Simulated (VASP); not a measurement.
# A VASP study of Ni2SeS (AM05): structure first, properties next, part 4 of 5

Aim: relax Ni2SeS, then compute properties on the relaxed cell. The cell is invented: it takes the structure of a Materials Project entry for Mg2SeS (space group 115 there), with some of its atoms replaced by other elements, volume scaled by an estimate. It may not be a known or stable phase. Left out of this account: 1 further run (bands with AM05: it shows nothing beyond the runs told).

VASP 6.6.1; AM05, spin-polarised from a ferromagnetic start; plane waves and PAW (Se, Ni, S); invented cell.

So far. Step 4 (Single point with fields (AM05)): In this run the pressure is -0.04 GPa, small enough to go on. Step 5 (Band structure (AM05)): There is no gap at this level.

## Step 6: Total and projected DOS (AM05)

Here the states are counted by energy and projected on the atoms. The mesh is finer than in the run before.

Input file INCAR:

```
SYSTEM = Ni2SeS
PREC = Accurate
ENCUT = 400
EDIFF = 1E-06
NELM = 100
ISMEAR = -5
SIGMA = 0.05
LREAL = .FALSE.
ALGO = Normal
GGA = AM
NBANDS = 32
ISPIN = 2
MAGMOM = 0 1 1 0
LMAXMIX = 4
LORBIT = 11
LWAVE = .FALSE.
LCHARG = .FALSE.
KPAR = 2
NEDOS = 2001
```

Input file POSCAR:

```
Ni2SeS
1.0
    3.7190135103      0.0000000000      0.0000000000
    0.0000000000      3.7190135103      0.0000000000
    0.0000000000      0.0000000000      4.7772487220
Se Ni S
1 2 1
Direct
    0.5000000000      0.5000000000      0.0000000000
    0.5000000000      0.0000000000      0.2817786013
    0.0000000000      0.5000000000      0.7182213987
    0.0000000000      0.0000000000      0.5000000000
```

Input file KPOINTS:

```
Automatic mesh
0
Gamma
9 9 7
0 0 0
```

Potentials, in the order of the species: Se, Ni and S (PBE family, release 64).

Run with:

```console
> mpirun -np 2 vasp_std
```

Log:

```text
[... set-up lines as in an earlier step ...]
 entering main loop
       N       E                     dE             d eps       ncg     rms          rms(c)
DAV:   1     0.202978373773E+03    0.20298E+03   -0.11465E+04  7680   0.921E+02
DAV:   2    -0.437698038892E+01   -0.20736E+03   -0.18751E+03  8096   0.235E+02
DAV:   3    -0.227488397972E+02   -0.18372E+02   -0.17651E+02  9264   0.772E+01
DAV:   4    -0.231409582024E+02   -0.39212E+00   -0.39099E+00  8832   0.116E+01
DAV:   5    -0.231489800078E+02   -0.80218E-02   -0.80189E-02 10064   0.165E+00    0.182E+01
DAV:   6    -0.256784199827E+02   -0.25294E+01   -0.20095E+01  8984   0.839E+01    0.242E+01
DAV:   7    -0.206286778478E+02    0.50497E+01   -0.87791E+00  9616   0.621E+01    0.541E+00
DAV:   8    -0.206661069944E+02   -0.37429E-01   -0.49294E-01  9832   0.547E+00    0.255E+00
DAV:   9    -0.206565748688E+02    0.95321E-02   -0.44763E-02 10544   0.252E+00    0.725E-01
DAV:  10    -0.206568946172E+02   -0.31975E-03   -0.36925E-03 10768   0.362E-01    0.245E-01
DAV:  11    -0.206568479274E+02    0.46690E-04   -0.36401E-04 10456   0.137E-01    0.125E-01
DAV:  12    -0.206569153245E+02   -0.67397E-04   -0.14233E-04  9896   0.110E-01    0.316E-02
DAV:  13    -0.206569362420E+02   -0.20917E-04   -0.30211E-05  9248   0.306E-02    0.163E-02
DAV:  14    -0.206569386745E+02   -0.24326E-05   -0.23748E-06  8376   0.140E-02    0.677E-03
DAV:  15    -0.206569386031E+02    0.71400E-07   -0.17191E-06  8264   0.864E-03
   1 F= -.20656939E+02 E0= -.20656939E+02  d E =0.000000E+00  mag=     0.0002
 -----------------------------------------------------------------------------
|                                                                             |
|           W    W    AA    RRRRR   N    N  II  N    N   GGGG   !!!           |
|           W    W   A  A   R    R  NN   N  II  NN   N  G    G  !!!           |
|           W    W  A    A  R    R  N N  N  II  N N  N  G       !!!           |
|           W WW W  AAAAAA  RRRRR   N  N N  II  N  N N  G  GGG   !            |
|           WW  WW  A    A  R   R   N   NN  II  N   NN  G    G                |
|           W    W  A    A  R    R  N    N  II  N    N   GGGG   !!!           |
|                                                                             |
|     Tetrahedron method does not include variations of the Fermi             |
|     occupations, so forces and stress will be inaccurate. We suggest        |
|     using a different smearing scheme ISMEAR = 1 or 2 for metals in         |
|     relaxations.                                                            |
|                                                                             |
 -----------------------------------------------------------------------------
```

The job ended after 82 s (2 MPI ranks of AMD EPYC 7R43, shared host; peak memory 0.46 GiB).

Parts of OUTCAR (step 6):

```text
   k-points           NKPTS =     60   k-points in BZ     NKDIM =     60   number of bands    NBANDS=     32

   NELECT =      32.0000    total number of electrons

 E-fermi :   5.9477

 spin component 1
 k-point     1 :       0.0000    0.0000    0.0000
  band No.  band energies     occupation
    ...
     11       4.1626      1.00000
     12       4.2083      1.00000
     13       4.5577      1.00000
     14       4.7673      1.00000
     15       4.7673      1.00000
     16       7.8606      0.00000
     17       7.8606      0.00000
     18       8.0054      0.00000
     19       9.5501      0.00000
     20       9.7309      0.00000
    ...

 k-point     2 :       0.1111    0.0000    0.0000
  band No.  band energies     occupation
    ...
     11       4.1504      1.00000
     12       4.1636      1.00000
     13       4.3393      1.00000
     14       4.8929      1.00000
     15       4.9212      1.00000
     16       7.2955      0.00000
     17       7.7557      0.00000
     18       7.7978      0.00000
     19       9.8486      0.00000
     20      10.2252      0.00000
    ...

  Total       -0.0469391     -0.0469391      0.2751047      0.0000000      0.0000000     -0.0000000
  in kB       -1.1381821     -1.1381821      6.6707577      0.0000000      0.0000000     -0.0000000
  external PRESSURE =       1.4647979 kB  Pullay stress =       0.0000000 kB

 POSITION                                       TOTAL-FORCE (eV/Angst)
 -----------------------------------------------------------------------------------
      1.85951      1.85951      0.00000        -0.000000      0.000000      0.000000
      1.85951      0.00000      1.34613        -0.000000     -0.000000     -0.004049
      0.00000      1.85951      3.43112         0.000000     -0.000000      0.004049
      0.00000      0.00000      2.38862        -0.000000     -0.000000      0.000000
 -----------------------------------------------------------------------------------
    total drift:                                0.000000      0.000000      0.000000

  FREE ENERGIE OF THE ION-ELECTRON SYSTEM (eV)
  ---------------------------------------------------
  free  energy   TOTEN  =       -20.6569386031 eV

  energy  without entropy=      -20.6569386031  energy(sigma->0) =      -20.65693860

 magnetization (x)
# of ion       s       p       d       tot
------------------------------------------
    1       -0.000   0.000   0.000   0.000
    2        0.000   0.000   0.000   0.000
    3        0.000   0.000   0.000   0.000
    4       -0.000   0.000   0.000   0.000
--------------------------------------------------
tot          0.000   0.000   0.000   0.000

[... 6 parts as in an earlier step ...]

[... 15 further parts left out ...]
```

With tetrahedra the forces and stress of a metal are not exact derivatives of the energy.

This step gave:

- SCF cycles: 15
- irreducible k-points: 60
- free energy (TOTEN): -20.66 eV
- Fermi energy: 5.948 eV
- pressure: 0.1465 GPa
- DOS at the Fermi level: 4.331 states/eV/cell

The density of states has structure finer than the step of the table below, so its rows give means over 1 eV, whole bins alone (the curve runs from -12.0 to 7.18 eV). Peaks (eV: height): total -3.8: 15.4, -2.2: 14.8, -1.8: 25.1, -1.6: 10.4; Ni d -2.4: 8.29, -2.2: 12.6, -1.8: 23.2, -1.6: 8.76; Se p -5.8: 0.718, -4.3: 1.51, -4.0: 2.08, -3.8: 3.85; S p -5.8: 1.40, -4.8: 2.03, -3.9: 0.774, -3.7: 1.13.

States under -12.0 eV and over 7.2 eV are left out; both spin channels agree and are summed. Density of states against energy, zero at the Fermi level; means over each step; values in states/eV/cell:

```tsv
energy (eV)	total	Ni d	Se p	S p
-8	0	0	0	0
-7	0.0108	3.3e-4	0.00102	0.00260
-6	3.26	0.416	0.345	0.755
-5	2.78	0.818	0.216	0.733
-4	5.58	2.27	1.28	0.517
-3	0.00784	0.00133	4.0e-4	0.00300
-2	10.1	8.91	0.0683	0.0384
-1	4.02	2.99	0.146	0.150
0	3.80	2.23	0.366	0.306
1	2.03	0.994	0.314	0.241
2	0.221	0.104	0.0394	0.0351
3	0	0	0	0
4	0.200	0.0347	0.00277	0.00387
5	1.84	0.191	0.0423	0.0537
6	2.25	0.237	0.0728	0.0809
```

The finer mesh and the other smearing move the Fermi level by +0.04 eV from the 6×6×5 run, a small shift, which tests the Fermi level alone. Of the states within 0.3 eV of the Fermi level, the largest shares in the PAW spheres are Ni d 58 %, Se p 10 % and S p 8 %. The rest lies in smaller channels or between the spheres.

## Step 7: Volume scan with AM05

An equation of state needs energies on both sides of the minimum, all on one mesh and cutoff.

INCAR, as its differences from that of step 6:

```diff
@@ -5,3 +5,3 @@
 NELM = 100
-ISMEAR = -5
+ISMEAR = 0
 SIGMA = 0.05
@@ -10,3 +10,3 @@
 GGA = AM
-NBANDS = 32
+NBANDS = 24
 ISPIN = 2
@@ -18,2 +18,2 @@
 KPAR = 2
-NEDOS = 2001
+ISIF = 2
```

Input file POSCAR:

```
Ni2SeS
1.0
    3.6430939728      0.0000000000      0.0000000000
    0.0000000000      3.6430939728      0.0000000000
    0.0000000000      0.0000000000      4.6797264860
Se Ni S
1 2 1
Direct
    0.5000000000      0.5000000000      0.0000000000
    0.5000000000      0.0000000000      0.2817786013
    0.0000000000      0.5000000000      0.7182213987
    0.0000000000      0.0000000000      0.5000000000
```

Input file KPOINTS:

```
Automatic mesh
0
Gamma
6 6 5
0 0 0
```

Run with:

```console
> mpirun -np 2 vasp_std
```

Log:

```text
[... set-up lines as in an earlier step ...]
 entering main loop
       N       E                     dE             d eps       ncg     rms          rms(c)
DAV:   1     0.193628588449E+03    0.19363E+03   -0.12320E+04  2880   0.124E+03
DAV:   2    -0.717102752214E+01   -0.20080E+03   -0.18778E+03  3024   0.282E+02
DAV:   3    -0.226520873574E+02   -0.15481E+02   -0.15158E+02  3656   0.911E+01
DAV:   4    -0.230237718946E+02   -0.37168E+00   -0.37119E+00  3312   0.148E+01
DAV:   5    -0.230353505770E+02   -0.11579E-01   -0.11575E-01  3712   0.256E+00    0.195E+01
DAV:   6    -0.251207250117E+02   -0.20854E+01   -0.34955E+01  3376   0.112E+02    0.230E+01
DAV:   7    -0.204804955218E+02    0.46402E+01   -0.12131E+01  3376   0.832E+01    0.640E+00
DAV:   8    -0.206174997351E+02   -0.13700E+00   -0.15005E+00  3640   0.891E+00    0.285E+00
DAV:   9    -0.205833266065E+02    0.34173E-01   -0.65801E-02  4000   0.440E+00    0.110E+00
DAV:  10    -0.205841927680E+02   -0.86616E-03   -0.10071E-02  4008   0.987E-01    0.531E-01
DAV:  11    -0.205841078789E+02    0.84889E-04   -0.29391E-03  4416   0.633E-01    0.123E-01
DAV:  12    -0.205842182738E+02   -0.11039E-03   -0.61856E-04  3680   0.233E-01    0.485E-02
DAV:  13    -0.205842376362E+02   -0.19362E-04   -0.42511E-05  3552   0.600E-02    0.268E-02
DAV:  14    -0.205842430684E+02   -0.54322E-05   -0.77342E-06  3680   0.278E-02    0.149E-02
DAV:  15    -0.205842450923E+02   -0.20239E-05   -0.37695E-06  3208   0.164E-02    0.787E-03
DAV:  16    -0.205842455427E+02   -0.45047E-06   -0.67099E-07  2360   0.964E-03
   1 F= -.20584246E+02 E0= -.20583119E+02  d E =-.225405E-02  mag=     0.0000
```

The job ended after 36 s (2 MPI ranks; peak memory 0.31 GiB).

From OUTCAR (step 7):

```text
   ENCUT  =  400.0 eV  29.40 Ry    5.42 a.u.   5.94  5.94  7.63*2*pi/ulx,y,z

   NELECT =      32.0000    total number of electrons

 E-fermi :   6.6552

 spin component 1
 k-point     1 :       0.0000    0.0000    0.0000
  band No.  band energies     occupation
    ...
     11       4.7247      1.00000
     12       4.7679      1.00000
     13       5.1841      1.00000
     14       5.3819      1.00000
     15       5.3819      1.00000
     16       8.8116      0.00000
     17       8.8116      0.00000
     18       8.9514      0.00000
     19      10.3697      0.00000
     20      10.7781      0.00000
    ...

 k-point     2 :       0.1667    0.0000    0.0000
  band No.  band energies     occupation
    ...
     11       4.6740      1.00000
     12       4.6862      1.00000
     13       4.9187      1.00000
     14       5.6026      1.00000
     15       5.6765      1.00000
     16       7.7305      0.00000
     17       8.3180      0.00000
     18       8.6515      0.00000
     19      10.8454      0.00000
     20      11.7406      0.00000
    ...

  Total        3.2687418      3.2687418      2.7670798      0.0000000      0.0000000      0.0000000
  in kB       84.3198791     84.3198791     71.3790979      0.0000000      0.0000000      0.0000000
  external PRESSURE =      80.0062854 kB  Pullay stress =       0.0000000 kB

 POSITION                                       TOTAL-FORCE (eV/Angst)
 -----------------------------------------------------------------------------------
      1.82155      1.82155      0.00000         0.000000     -0.000000      0.000000
      1.82155      0.00000      1.31865        -0.000000      0.000000     -0.011043
      0.00000      1.82155      3.36108         0.000000      0.000000      0.011043
      0.00000      0.00000      2.33986         0.000000      0.000000      0.000000
 -----------------------------------------------------------------------------------
    total drift:                                0.000000      0.000000      0.000000

  FREE ENERGIE OF THE ION-ELECTRON SYSTEM (eV)
  ---------------------------------------------------
  free  energy   TOTEN  =       -20.5842455427 eV

  energy  without entropy=      -20.5819914889  energy(sigma->0) =      -20.58311852

 magnetization (x)
# of ion       s       p       d       tot
------------------------------------------
    1        0.000  -0.000   0.000  -0.000
    2        0.000   0.000   0.000   0.000
    3        0.000   0.000   0.000   0.000
    4        0.000  -0.000   0.000  -0.000
--------------------------------------------------
tot          0.000  -0.000   0.000   0.000

[... 4 parts as in an earlier step ...]

[... 17 further parts left out ...]
```

The scan keeps the cell's shape and the fractional positions fixed.

Numbers from this step:

```
SCF cycles              : 16
bands                   : 24
irreducible k-points    : 30
free energy (TOTEN)     : -20.58 eV
energy at zero smearing : -20.58 eV
Fermi energy            : 6.655 eV
pressure                : 8.001 GPa
```

The pressure here is 8.00 GPa.

## Step 8: Volume scan with AM05 (run 2)

INCAR is that of step 7.

Input file POSCAR:

```
Ni2SeS
1.0
    3.6687504095      0.0000000000      0.0000000000
    0.0000000000      3.6687504095      0.0000000000
    0.0000000000      0.0000000000      4.7126833921
Se Ni S
1 2 1
Direct
    0.5000000000      0.5000000000      0.0000000000
    0.5000000000      0.0000000000      0.2817786013
    0.0000000000      0.5000000000      0.7182213987
    0.0000000000      0.0000000000      0.5000000000
```

KPOINTS is that of step 7.

Run with:

```console
> mpirun -np 2 vasp_std
```

Log:

```text
[... set-up lines as in an earlier step ...]
 entering main loop
       N       E                     dE             d eps       ncg     rms          rms(c)
DAV:   1     0.191571280225E+03    0.19157E+03   -0.12368E+04  2880   0.124E+03
DAV:   2    -0.725064489228E+01   -0.19882E+03   -0.18569E+03  3024   0.279E+02
DAV:   3    -0.227042375369E+02   -0.15454E+02   -0.15109E+02  3656   0.906E+01
DAV:   4    -0.230774901857E+02   -0.37325E+00   -0.37283E+00  3288   0.148E+01
DAV:   5    -0.230887299151E+02   -0.11240E-01   -0.11237E-01  3688   0.252E+00    0.190E+01
DAV:   6    -0.252990565433E+02   -0.22103E+01   -0.35428E+01  3368   0.112E+02    0.234E+01
DAV:   7    -0.205236379863E+02    0.47754E+01   -0.12192E+01  3384   0.830E+01    0.628E+00
DAV:   8    -0.206711018476E+02   -0.14746E+00   -0.15527E+00  3656   0.923E+00    0.278E+00
DAV:   9    -0.206380161365E+02    0.33086E-01   -0.67428E-02  4008   0.427E+00    0.113E+00
DAV:  10    -0.206394199895E+02   -0.14039E-02   -0.89741E-03  3944   0.894E-01    0.567E-01
DAV:  11    -0.206393273590E+02    0.92630E-04   -0.32004E-03  4376   0.702E-01    0.126E-01
DAV:  12    -0.206394697685E+02   -0.14241E-03   -0.89632E-04  3632   0.260E-01    0.469E-02
DAV:  13    -0.206394883763E+02   -0.18608E-04   -0.49677E-05  3648   0.667E-02    0.256E-02
DAV:  14    -0.206394929394E+02   -0.45631E-05   -0.86733E-06  3872   0.311E-02    0.191E-02
DAV:  15    -0.206394952179E+02   -0.22785E-05   -0.56949E-06  3624   0.221E-02    0.924E-03
DAV:  16    -0.206394957716E+02   -0.55376E-06   -0.79974E-07  2440   0.973E-03
   1 F= -.20639496E+02 E0= -.20638340E+02  d E =-.231239E-02  mag=     0.0001
```

Wall time 36 s (2 MPI ranks); peak memory 0.3 GiB; 69 s of CPU time.

Parts of OUTCAR (step 8):

```text
   ENCUT  =  400.0 eV  29.40 Ry    5.42 a.u.   5.98  5.98  7.69*2*pi/ulx,y,z

   NELECT =      32.0000    total number of electrons

 E-fermi :   6.3960

 spin component 1
 k-point     1 :       0.0000    0.0000    0.0000
  band No.  band energies     occupation
    ...
     11       4.5320      1.00000
     12       4.5705      1.00000
     13       4.9686      1.00000
     14       5.1700      1.00000
     15       5.1700      1.00000
     16       8.4812      0.00000
     17       8.4812      0.00000
     18       8.6187      0.00000
     19      10.0972      0.00000
     20      10.3999      0.00000
    ...

 k-point     2 :       0.1667    0.0000    0.0000
  band No.  band energies     occupation
    ...
     11       4.4805      1.00000
     12       4.4956      1.00000
     13       4.7144      1.00000
     14       5.3777      1.00000
     15       5.4536      1.00000
     16       7.4271      0.00000
     17       8.0103      0.00000
     18       8.3261      0.00000
     19      10.5732      0.00000
     20      11.3601      0.00000
    ...

  Total        2.0932928      2.0932928      1.7589363      0.0000000      0.0000000     -0.0000000
  in kB       52.8732459     52.8732459     44.4279317      0.0000000      0.0000000     -0.0000000
  external PRESSURE =      50.0581412 kB  Pullay stress =       0.0000000 kB

 POSITION                                       TOTAL-FORCE (eV/Angst)
 -----------------------------------------------------------------------------------
      1.83438      1.83438      0.00000         0.000000      0.000000      0.000000
      1.83438      0.00000      1.32793         0.000000     -0.000000     -0.004894
      0.00000      1.83438      3.38475         0.000000     -0.000000      0.004894
      0.00000      0.00000      2.35634        -0.000000     -0.000000      0.000000
 -----------------------------------------------------------------------------------
    total drift:                                0.000000      0.000000      0.000000

  FREE ENERGIE OF THE ION-ELECTRON SYSTEM (eV)
  ---------------------------------------------------
  free  energy   TOTEN  =       -20.6394957716 eV

  energy  without entropy=      -20.6371833811  energy(sigma->0) =      -20.63833958

 magnetization (x)
# of ion       s       p       d       tot
------------------------------------------
    1        0.000  -0.000   0.000  -0.000
    2        0.000   0.000   0.000   0.000
    3        0.000   0.000   0.000   0.000
    4       -0.000  -0.000   0.000  -0.000
--------------------------------------------------
tot          0.000  -0.000   0.000   0.000

[... 4 parts as in an earlier step ...]

[... 17 further parts left out ...]
```

Numbers from this step:

```yaml
free_energy_toten: -20.64 eV
energy_at_zero_smearing: -20.64 eV
fermi_energy: 6.396 eV
pressure: 5.006 GPa
```

The pressure falls from 8.00 to 5.01 GPa.

The run ends at a pressure of 5.01 GPa, with forces up to 0.0049 eV/Å.

[end of part 4 of 5]

[Lines on the potential files, build, host, timing and source positions are cut from VASP's logs without a mark.]

[Logs are printed without paths, hosts, clocks, repeated set-up lines and the standing remarks that a program may print on its own settings, such as how far it seeks lower states.]

[Hosts, paths, dates, database ids (printed as entryN), source tags and the programs' standing remarks are cut or masked in the printed files.]

[A measured line is paired with the nearest computed mode of its activity, which favours agreement.]
